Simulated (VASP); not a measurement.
Wanted: the native input for a VASP 6.6.1 run.

| Item | Value |
| --- | --- |
| Task | single point |
| Functional | PBE |
| Potentials or basis | VASP PAW PBE potentials, release 64 (W_sv, C, Cl) |
| Cutoff | 520 eV |
| k mesh | 4 × 4 × 4 |
| Occupations | gaussian, width 0.1 eV |
| Spin | collinear spin, twin_end start |
| Starting moments | [-0.05, 0.25, 0.0, 0.0] μB |
| Dipole correction | no |
| Further INCAR settings | ALGO = Normal; EDIFF = 1e-07; NBANDS = 28 |

The structure of WCCl2 lies in POSCAR:

```
WCCl2
1.0
    4.8558142110      0.0000000000      0.0000000000
    0.0000000000      4.8558142110      0.0000000000
    0.0000000000      0.0000000000      3.9512261506
W C Cl
1 1 2
Direct
    0.0000000000      0.0000000000      0.0000000000
    0.0000000000      0.0000000000      0.5000000000
    0.5000000000      0.0000000000      0.0000000000
    0.0000000000      0.5000000000      0.0000000000
```

The cell was built by a generator and needn't be a form met in nature.

These files were run (other wordings do the same):

INCAR

```
PREC = Accurate
ENCUT = 520
EDIFF = 1E-7
ISMEAR = 0
SIGMA = 0.1
LREAL = F
LASPH = T
NELM = 150
ALGO = Normal
ISIF = 2
LWAVE = F
LCHARG = T
ISPIN = 2
MAGMOM = -0.05 0.25 0 0
LORBIT = 11
LMAXMIX = 4
GGA = PE
LELF = T
LVHAR = T
NBANDS = 28
```

KPOINTS

```
Automatic mesh
0
Gamma
  4 4 4
```

Potentials or basis: VASP PAW PBE potentials, release 64 (W_sv, C, Cl).

Command:

```bash
$ cat potpaw_PBE.64/W_sv/POTCAR potpaw_PBE.64/C/POTCAR potpaw_PBE.64/Cl/POTCAR > POTCAR
$ mpirun -np 1 vasp_std > vasp.out
```

It gave:

The pressure is -0.1 GPa. The band gap on the k mesh is none (metal or under the smearing width), the net moment is 0.00 μB per cell and the valence electrons inside the program's atomic spheres are W 11.98; C 2.31; Cl 5.12.

Caveat: the k mesh is coarse (spacing up to 0.40 Å⁻¹), so the values aren't converged.

Wall time 81 s on 1 thread of Intel(R) Xeon(R) Platinum 8259CL CPU @ 2.50GHz (Skylake/Cascade Lake), with other jobs on the host, peak memory 0.26 GiB.
